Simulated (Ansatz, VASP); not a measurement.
## V: VASP beside Ansatz

Wanted: the spread between two codes on one cell, functional and k mesh. The cell is taken from a series of VASP runs on this material, whose earlier steps may have relaxed, scaled or displaced it; both programs get it as it stands.

Main program and level: Ansatz 0.2.0; plane waves, with VASP 6.6.1 beside it; band structure at LDA and single point at LDA.

## Step 1: The structure

Symmetry: Im-3m, No. 229, cubic system. Conventional cell: a = 2.921 Å, b = 2.921 Å, c = 2.921 Å, α = 90.00°, β = 90.00°, γ = 90.00°. Nearest to V lie 8 V at 2.53 Å.

## Step 2: Ansatz: band structure, LDA

Ansatz runs on its default PAW (the set named soft_2) files.

A single point gives forces, pressure and levels at one fixed geometry, so differences don't come from the geometry; what else differs is listed under the comparison.

input.yaml

```yaml
crystal:
  lattice:
    - [-1.460255303, 1.460255303, 1.460255303]
    - [1.460255303, -1.460255303, 1.460255303]
    - [1.460255303, 1.460255303, -1.460255303]
  atoms:
    - { symbol: V, position: [0.0, 0.0, 0.0] }
hamiltonian:
  xc: lda
  pseudopotentials: { kind: paw }
magnetization:
  spin_polarized: true
kpoints:
  mp_grid: { grid: [13, 13, 13] }
  band_path:
    path:
      - [0.0, 0.0, 0.0]
      - [0.1, -0.1, 0.1]
      - [0.2, -0.2, 0.2]
      - [0.3, -0.3, 0.3]
      - [0.43333, -0.43333, 0.43333]
      - [0.5, -0.5, 0.5]
      - [0.4, -0.4, 0.5]
      - [0.3, -0.3, 0.5]
      - [0.16667, -0.16667, 0.5]
      - [0.06667, -0.06667, 0.5]
      - [0.0, 0.0, 0.5]
      - [0.0, 0.0, 0.36667]
      - [0.0, 0.0, 0.26667]
      - [0.0, 0.0, 0.16667]
      - [0.0, 0.0, 0.06667]
      - [0.01667, 0.01667, 0.01667]
      - [0.06667, 0.06667, 0.06667]
      - [0.11667, 0.11667, 0.11667]
      - [0.16667, 0.16667, 0.16667]
      - [0.23333, 0.23333, 0.23333]
      - [0.26667, 0.2, 0.26667]
      - [0.31667, 0.05, 0.31667]
      - [0.38333, -0.15, 0.38333]
      - [0.43333, -0.3, 0.43333]
      - [0.48333, -0.45, 0.48333]
      - [0.23333, 0.23333, 0.26667]
      - [0.16667, 0.16667, 0.33333]
      - [0.11667, 0.11667, 0.38333]
      - [0.06667, 0.06667, 0.43333]
      - [0.0, 0.0, 0.5]
    npoints: 1
scf:
  occupations: { method: methfessel_paxton, width: 0.2 }
  n_extra_bands: 8
output:
  forces: true
  stress: true
  eigenvalues: true
```

The run is started by

```sh
$ ansatz run input.yaml --threads 2 --pin off --max-ram 4608MiB --backend cpu --events-out ev --progress --plain --runs-dir out
```

Numbers of over 12 decimals in the logs are rounded to 6 here.

The log of the run:

```text
scf.n_extra_bands = 8 over 7 filled bands (N_el = 13.0): the run solves 15 bands
Engine: ansatz 0.2.0, x86_64-unknown-linux-gnu
Pseudopotentials: kind: paw
Pseudopotential: V, paw, valence charge 13, recommended cutoff 420 eV (normal), V.paw.azcp
Functional definition: SPW92
  exchange = slater_x
  correlation = pw_c
Crystal: 1 atoms, lattice volume = 12.455 Å³
Basis set: ecut = 420 eV, 225 PW (Γ)
Bands: 15, of which v1, the nominal top of the filled ones, is band 7 counted from 1 (6 counted from 0)
Symmetry: 48 space group operations
Space group: Im-3m (ITA 229), of the structure as read, at distance tolerance 2.3e-5 Å
k-points: 84 of 2197
Non-local potential: V, projectors of the file, l = 0: 3, l = 1: 2, l = 2: 3, l = 3: 1
PAW form: soft (Blöchl's): semilocal exchange-correlation on the pseudo side does not see the compensation charge
PAW frozen core: V, regenerated for the run's functional, and the local potential with it (the file was generated under x = pbe(κ = 0.804, μ = 0.219515), c = pbe(β = 0.066725))
PAW one-centre angular grid: V, 590 points (default); XC on 64 Gauss nodes
Initial density: superposition of atomic densities (chi_scale 0.1, normalization cell)
Initial wavefunctions: pseudopotential atomic-orbital guess
Functional: x = slater, c = lda
SCF iter   1: F=—  HF=-2859.691235 eV  |F-HF|=—  |Δ(HF+E_count)|=         —  Δρ=1.26e-1 (↑7.41e-2 ↓1.26e-1)  dr2=6.14e-1  dr2_m=1.05e0  M=1.499 μB ∫|m|=1.499 μB  ethr=3.10e-3  ⟨swp⟩=4.9  Hψ=5843  notcnv=0
Mixer restart at iter 1: flushing history
SCF iter   2: F=—  HF=-2860.541942 eV  |F-HF|=—  |Δ(HF+E_count)|=         —  Δρ=9.22e-2 (↑9.22e-2 ↓3.65e-2)  dr2=8.66e-1  dr2_m=3.28e-1  M=0.674 μB ∫|m|=0.674 μB  β_m=0.30  ethr=3.10e-3  ⟨swp⟩=2.0  Hψ=5830  notcnv=0  defer=2
preconditioner: auto → none  [metal: Δε(μ)=0.068 eV  Ē_g=15.223 eV  σ=0.200 eV  W_gap=0.28  n_scr=0 (ndim 8)  ℏωp=23.5 eV  f_vac=0.000  D(μ)=1.30/eV (n_scr^D=18)]
SCF iter   3: F=—  HF=-2860.338454 eV  |F-HF|=—  |Δ(HF+E_count)|=   2.03e-1  S|Δr|=    0.00e0  Δρ=4.62e-2 (↑4.62e-2 ↓3.81e-2)  dr2=4.06e-2  dr2_m=1.90e-1  M=0.595 μB ∫|m|=0.595 μB  β_m=0.39  ethr=3.10e-3  ⟨swp⟩=2.5  Hψ=4676  notcnv=0  defer=184
SCF iter   4: F=—  HF=-2860.394710 eV  |F-HF|=—  |Δ(HF+E_count)|=   5.63e-2  S|Δr|=    0.00e0  Δρ=2.67e-2 (↑2.55e-2 ↓2.67e-2)  dr2=2.55e-3  dr2_m=7.56e-2  M=0.494 μB ∫|m|=0.494 μB  β_m=0.68  ethr=3.12e-4  ⟨swp⟩=1.9  Hψ=3180  notcnv=0  defer=277
SCF iter   5: F=—  HF=-2860.449061 eV  |F-HF|=—  |Δ(HF+E_count)|=   5.44e-2  S|Δr|=    0.00e0  Δρ=8.48e-3 (↑8.48e-3 ↓8.44e-3)  dr2=2.52e-4  dr2_m=8.03e-3  M=0.210 μB ∫|m|=0.210 μB  β_m=0.84  ethr=1.96e-5  ⟨swp⟩=2.0  Hψ=3839  notcnv=0  defer=279
SCF iter   6: F=—  HF=-2860.455911 eV  |F-HF|=—  |Δ(HF+E_count)|=   6.85e-3  S|Δr|=    0.00e0  Δρ=3.62e-3 (↑1.47e-3 ↓3.62e-3)  dr2=1.18e-3  dr2_m=5.00e-4  M=-0.064 μB ∫|m|=0.064 μB  β_m=0.90  ethr=1.94e-6  ⟨swp⟩=2.0  Hψ=3268  notcnv=0  defer=279
SCF iter   7: F=—  HF=-2860.456461 eV  |F-HF|=—  |Δ(HF+E_count)|=   5.50e-4  S|Δr|=    0.00e0  Δρ=9.54e-4 (↑5.33e-4 ↓9.54e-4)  dr2=1.50e-4  dr2_m=1.91e-5  M=-0.014 μB ∫|m|=0.014 μB  β_m=0.92  ethr=1.94e-6  ⟨swp⟩=2.2  Hψ=2736  notcnv=0  defer=282
Mixer restart at iter 7: flushing history
SCF iter   8: F=—  HF=-2860.456447 eV  |F-HF|=—  |Δ(HF+E_count)|=         —  Δρ=4.14e-5 (↑4.14e-5 ↓4.14e-5)  dr2=5.60e-7  dr2_m=0.00e0  M=0.000 μB ∫|m|=0.000 μB  β_m=0.92  ethr=1.15e-6  ⟨swp⟩=3.4  Hψ=4203  notcnv=0  defer=97
SCF iter   9: F=—  HF=-2860.456449 eV  |F-HF|=—  |Δ(HF+E_count)|=   1.18e-6  S|Δr|=    0.00e0  Δρ=5.98e-5 (↑5.98e-5 ↓5.98e-5)  dr2=1.36e-6  dr2_m=0.00e0  M=0.000 μB ∫|m|=0.000 μB  β_m=0.92  ethr=7.69e-10  ⟨swp⟩=7.0  Hψ=6117  notcnv=0
SCF iter  10: F=-2860.456448 eV  HF=-2860.456448 eV  |F-HF|=1.20e-9  |Δ(HF+E_count)|=   4.61e-7  S|Δr|=    0.00e0  Δρ=1.68e-6 (↑1.68e-6 ↓1.68e-6)  dr2=7.70e-10  dr2_m=0.00e0  M=0.000 μB ∫|m|=0.000 μB  ethr=7.69e-10  ⟨swp⟩=3.0  Hψ=4674  notcnv=0
SCF 1 converged in 10 iterations: F = -2860.456448 eV  dr2 = 7.70e-10
  greatest PAW one-centre occupation: 1.000 electrons in one spin orbital (limit 2), on the V atom at site 0 (counted from 0), in its partial waves of l = 0
this state was not tested for a lower state beside it, because cold or Methfessel-Paxton smearing, or corrected tetrahedra, fill the levels in a way that the test cannot read (fill_not_monotonic; see scf.lower_state_search)
NSCF: frozen V_eff on 30 k-points
SCF converged after 10 iterations
Magnetization: 0.0000 μB (6.5000 up, 6.5000 down)
Absolute magnetization: 0.0000 μB (∫|ρ↑−ρ↓|)
Spin contamination: 0.0000 ħ² per cell (⟨S²⟩ above its minimum at these occupations)
Per-site moments (μB) at R_I (Å): [(0.0, 1.043310)]
Free energy (F): -2860.456448 eV
Harris-Foulkes:  -2860.456448 eV  (|F-HF|=1.20e-9)
Internal energy: -2860.454462 eV  (E = F + TS)
E sigma→0 (E₀):  -2860.455952 eV
Entropy (-TS):   -0.001986 eV (-1.986 meV/atom)
Fermi energy:    17.755244 eV
--- Per-component energies (eV) ---
  E_band       = -125.008679
  E_kinetic    = 338.611800
  E_local      = -843.387524  (includes V_loc(G=0)·N_el)
  E_nonlocal   = -40.266805
  E_hartree    = 392.757295
  E_xc         = -130.150027
  E_vxc        = -165.953985  (∫ρ·V_xc dr)
  E_paw        = -1062.154621  (= ΣΔE_a)
  E_vpaw       = -199.525920  (= ΣTr[D̂ρ^β])
  E_aug_tail   = 0.000248  (compensation charges beyond the density's cutoff)
  E_ewald      = -1516.210977
  E_core_change = 0.346150  (= ΣΔE_core)
  E_smearing   = -0.001986  (= −TS)
  E_closure    = -0.000000  (closes the sum)
  Σ components = -2860.456448   (vs F -2860.456448, Δ=0.00e0)
--- Forces (eV/Å), atoms counted from 1 ---
  atom   1  V      0.00000000    -0.00000000     0.00000000
  max |Σ_I F_I| component: 5.34e-31 eV/Å
--- Stress (GPa, compression-positive) ---
        0.988495      -0.000000       0.000000
       -0.000000       0.988495       0.000000
       -0.000000      -0.000000       0.988495
  P = ⅓ Tr σ = 0.9885 GPa (9.885 kbar)
--- Band table (eV; the first three rows and the last of 168) ---
  k-point 0 ↑: bands = [... 3 lower, -18.7085, 11.0766, 18.1570, 18.1570, 18.1570, 20.3615, 20.3615, 38.9892, ... 4 higher]
  k-point 1 ↑: bands = [... 3 lower, -18.7091, 11.3327, 18.0435, 18.1315, 18.3482, 20.2328, 20.3693, 38.6191, ... 4 higher]
  k-point 2 ↑: bands = [... 3 lower, -18.7109, 12.0521, 17.7406, 17.9966, 18.8990, 20.0140, 20.4004, 37.4553, ... 4 higher]
  k-point 83 ↓: bands = [... 3 lower, -19.4919, 14.4294, 14.4426, 21.6775, 21.6775, 21.8245, 28.2181, 29.0714, ... 4 higher]
```

The job ended after 1.2 s (2 threads of Intel Xeon 6975P-C (Granite Rapids), shared host; peak memory 0.29 GiB).

## Step 3: VASP: band structure, LDA

The same cell, functional (in two slightly different forms), mesh and smearing now go to VASP, with its own data sets and cutoff.

Lines of VASP's logs that name or quote its potential files are left out, and so is its time.

INCAR

```
SYSTEM = V
PREC = Accurate
ENCUT = 400
EDIFF = 1E-06
NELM = 100
ISMEAR = 1
SIGMA = 0.2
LREAL = .FALSE.
ALGO = Normal
GGA = CA
NBANDS = 18
ISPIN = 2
MAGMOM = 0
LASPH = .TRUE.
LMAXMIX = 4
LORBIT = 11
LWAVE = .FALSE.
LCHARG = .FALSE.
KPAR = 4
```

POSCAR

```
V
1.0
   -1.4602553030      1.4602553030      1.4602553030
    1.4602553030     -1.4602553030      1.4602553030
    1.4602553030      1.4602553030     -1.4602553030
V
1
Direct
    0.0000000000      0.0000000000      0.0000000000
```

KPOINTS

```
Automatic mesh
0
Gamma
13 13 13
0 0 0
```

KPOINTS_OPT

```
Line mode
16
Line-mode
Reciprocal
  0.00000000   0.00000000   0.00000000 GAMMA
  0.50000000  -0.50000000   0.50000000 H

  0.50000000  -0.50000000   0.50000000 H
  0.00000000   0.00000000   0.50000000 N

  0.00000000   0.00000000   0.50000000 N
  0.00000000   0.00000000   0.00000000 GAMMA

  0.00000000   0.00000000   0.00000000 GAMMA
  0.25000000   0.25000000   0.25000000 P

  0.25000000   0.25000000   0.25000000 P
  0.50000000  -0.50000000   0.50000000 H

  0.25000000   0.25000000   0.25000000 P
  0.00000000   0.00000000   0.50000000 N
```

Potentials, in the order of the species: V_sv (LDA family, release 64).

The run is started by

```sh
$ mpirun -np 4 vasp_std
```

The log of the run:

```text
[banner, memory and clock lines left out]
running    4 mpi-ranks, on    1 nodes
 distrk:  each k-point on    1 cores,    4 groups
 distr:  one band on    1 cores,    1 groups

 POSCAR found type information on POSCAR V
 POSCAR found :  1 types and       1 ions
 LDA part: xc-table for (Slater(with rela. corr.)+CA(PZ))
 , standard interpolation
 POSCAR, INCAR and KPOINTS ok, starting setup
 FFT: planning ... GRIDC
 FFT: planning ... GRID_SOFT
 FFT: planning ... GRID
 WAVECAR not read
 entering main loop
       N       E                     dE             d eps       ncg     rms          rms(c)
DAV:   1     0.823702124049E+02    0.82370E+02   -0.52126E+03  6256   0.662E+02
DAV:   2    -0.957360112242E+01   -0.91944E+02   -0.87525E+02  6302   0.223E+02
DAV:   3    -0.112443292993E+02   -0.16707E+01   -0.16619E+01  6684   0.331E+01
DAV:   4    -0.112489453351E+02   -0.46160E-02   -0.46158E-02  6546   0.181E+00
DAV:   5    -0.112489644267E+02   -0.19092E-04   -0.19092E-04  6532   0.111E-01    0.208E+01
DAV:   6    -0.998730667407E+01    0.12617E+01   -0.99508E-01  6168   0.185E+01    0.276E+00
DAV:   7    -0.995859283877E+01    0.28714E-01   -0.11051E-02  6324   0.102E+00    0.128E+00
DAV:   8    -0.994812155311E+01    0.10471E-01   -0.70921E-03  6486   0.951E-01    0.128E-01
DAV:   9    -0.994814064006E+01   -0.19087E-04   -0.76632E-05  6526   0.110E-01    0.362E-02
DAV:  10    -0.994814773049E+01   -0.70904E-05   -0.71703E-06  6298   0.342E-02    0.332E-03
DAV:  11    -0.994814771738E+01    0.13102E-07   -0.87180E-08  3734   0.265E-03
   1 F= -.99481477E+01 E0= -.99474911E+01  d E =-.196971E-02  mag=     0.0000
 Start KPOINTS_OPT (optional k-point list driver)
k-point batch [1-84\96]
       N       E                     dE             ncg
DAV:   1    -0.111225750136E+05   -0.49608E+05     6200
DAV:   2    -0.187039046468E+05   -0.75813E+04     6442
DAV:   3    -0.188437381486E+05   -0.13983E+03     6796
DAV:   4    -0.188441842844E+05   -0.44614E+00     6794
DAV:   5    -0.188441865513E+05   -0.22669E-02     6524
DAV:   6    -0.188441865708E+05   -0.19478E-04     6564
DAV:   7    -0.188441865711E+05   -0.25468E-06     5086
k-point batch [85-96\96]
       N       E                     dE             ncg
DAV:   1     0.326151952186E+05   -0.82707E+04      912
DAV:   2     0.315541593031E+05   -0.10610E+04      904
DAV:   3     0.315340714117E+05   -0.20088E+02      962
DAV:   4     0.315340105965E+05   -0.60815E-01      918
DAV:   5     0.315340103259E+05   -0.27059E-03      946
DAV:   6     0.315340103238E+05   -0.20651E-05      906
DAV:   7     0.315340103238E+05   -0.22836E-07      720
```

OUTCAR, selected parts (step 3):

```text
ion  position               nearest neighbor table
   1  0.000  0.000  0.000-

  LATTYP: Found a body centered cubic cell.
 ALAT       =     2.9205106060

 Subroutine GETGRP returns: Found 48 space group operations
 (whereof 48 operations were pure point group operations)

The static configuration has the point symmetry O_h .

 Found     84 irreducible k-points:

   k-points           NKPTS =     84   k-points in BZ     NKDIM =     84   number of bands    NBANDS=     18

   dimension x,y,z NGX =    16 NGY =   16 NGZ =   16
   dimension x,y,z NGXF=    32 NGYF=   32 NGZF=   32

   ENCUT  =  400.0 eV  29.40 Ry    5.42 a.u.   4.12  4.12  4.12*2*pi/ulx,y,z

   NELECT =      13.0000    total number of electrons

 k-points in reciprocal lattice and weights: Automatic mesh
   0.00000000  0.00000000  0.00000000       0.000
   0.07692308  0.00000000  0.00000000       0.005
   0.15384615  0.00000000  0.00000000       0.005
   0.23076923  0.00000000  0.00000000       0.005
   0.30769231  0.00000000  0.00000000       0.005
   0.38461538  0.00000000  0.00000000       0.005
   0.46153846  0.00000000  0.00000000       0.005
   0.07692308  0.07692308  0.00000000       0.011
   0.15384615  0.07692308  0.00000000       0.022
[...]
-0.46153846 -0.46153846  0.38461538       0.004
  -0.46153846  0.46153846  0.46153846       0.003

 average (electrostatic) potential at core
       1 -69.3480

 E-fermi :  10.5036

 spin component 1
 k-point     1 :       0.0000    0.0000    0.0000
  band No.  band energies     occupation
      1     -52.3678      1.00000
      2     -25.9288      1.00000
      3     -25.9288      1.00000
      4     -25.9288      1.00000
      5       3.8313      1.00000
      6      10.9045     -0.00787
      7      10.9045     -0.00787
      8      10.9045     -0.00787
      9      13.1059     -0.00000
     10      13.1059     -0.00000
    ...

 k-point     2 :       0.0769    0.0000    0.0000
  band No.  band energies     occupation
      1     -52.3516      1.00000
      2     -25.9995      1.00000
      3     -25.9498      1.00000
      4     -25.9294      1.00000
      5       4.0882      1.00000
      6      10.7908     -0.03038
      7      10.8790     -0.01165
      8      11.0957     -0.00012
      9      12.9769     -0.00000
     10      13.1134     -0.00000
    ...

 k-point     3 :       0.1538    0.0000    0.0000
  band No.  band energies     occupation
    ...
      2     -26.1952      1.00000
      3     -26.0088      1.00000
      4     -25.9312      1.00000
      5       4.8094      1.00000
      6      10.4876      0.56736
      7      10.7428     -0.03533
      8      11.6440     -0.00000
      9      12.7579     -0.00000
     10      13.1433     -0.00000
     11      30.2103      0.00000
    ...

 k-point     4 :       0.2308    0.0000    0.0000
  band No.  band energies     occupation
    ...
      3     -26.0911      1.00000
      4     -25.9336      1.00000
      5       5.8178      1.00000
      6      10.0864      1.00599
      7      10.5027      0.50372
      8      12.4792     -0.00000
      9      12.7254     -0.00000
     10      13.2103     -0.00000
     11      28.2781      0.00000
     12      30.1942      0.00000
    ...

 k-point     5 :       0.3077    0.0000    0.0000
  band No.  band energies     occupation
    ...
      2     -26.7445      1.00000
      3     -26.1769      1.00000
      4     -25.9360      1.00000
      5       6.7095      1.00000
      6       9.6895      1.00000
      7      10.5745      0.21972
      8      12.8854     -0.00000
      9      13.3150     -0.00000
     10      13.4693     -0.00000
     11      25.8668      0.00000
    ...

 k-point     6 :       0.3846    0.0000    0.0000
  band No.  band energies     occupation
    ...
      2     -26.9711      1.00000
      3     -26.2476      1.00000
      4     -25.9386      1.00000
      5       7.0512      1.00000
      6       9.3792      1.00000
      7      11.3813     -0.00000
      8      13.0779     -0.00000
      9      13.4312     -0.00000
     10      14.4028     -0.00000
     11      23.5272      0.00000
    ...

  Total        0.0019870      0.0019870      0.0019870      0.0000000     -0.0000000      0.0000000
  in kB        0.2556003      0.2556003      0.2556003      0.0000000     -0.0000000      0.0000000
  external PRESSURE =       0.2556003 kB  Pullay stress =       0.0000000 kB

  energy-cutoff  :      400.00
  volume of cell :       12.46
      direct lattice vectors                 reciprocal lattice vectors
    -1.460255303  1.460255303  1.460255303     0.000000000  0.342405879  0.342405879
     1.460255303 -1.460255303  1.460255303     0.342405879  0.000000000  0.342405879
     1.460255303  1.460255303 -1.460255303     0.342405879  0.342405879  0.000000000

 POSITION                                       TOTAL-FORCE (eV/Angst)
 -----------------------------------------------------------------------------------
      0.00000      0.00000      0.00000         0.000000     -0.000000      0.000000
 -----------------------------------------------------------------------------------
    total drift:                               -0.000000      0.000000     -0.000000

  FREE ENERGIE OF THE ION-ELECTRON SYSTEM (eV)
  ---------------------------------------------------
  free  energy   TOTEN  =        -9.9481477174 eV

  energy  without entropy=       -9.9461780071  energy(sigma->0) =       -9.94749115

 total charge
# of ion       s       p       d       tot
------------------------------------------
    1        2.368   6.242   3.214  11.824

 magnetization (x)
# of ion       s       p       d       tot
------------------------------------------
    1        0.000   0.000   0.000   0.000

[... 5 further parts left out ...]
```

This run allows spin, but its moments start at zero, where symmetry between the spins tends to hold them, although V can carry a moment. Its electron count is odd, so without a moment it is a metal by construction.

## Step 4: Differences

Known differences besides the potentials themselves: the two LDA forms differ slightly; the cutoff is 420 eV in Ansatz and 400 eV in VASP; VASP's log shows a relativistic correction to its local exchange, Ansatz's none. Total energies have different zeros and are not compared.

Both answers:

```csv
quantity,Ansatz,VASP,difference
pressure (GPa),0.99,0.03,+0.96
pressure without Ansatz's Pulay correction (GPa),0.91,0.03,+0.88
```

Ansatz's pressure holds a Pulay correction of 0.08 GPa; VASP's holds none.

(Continued in part 2 of 2.)

[Lines on the potential files, build, host, timing and source positions are cut from VASP's logs without a mark.]

[Logs are printed without paths, hosts, clocks, repeated set-up lines and the standing remarks that a program may print on its own settings, such as how far it seeks lower states.]

[Hosts, paths, dates, database ids (printed as entryN), source tags and the programs' standing remarks are cut or masked in the printed files.]
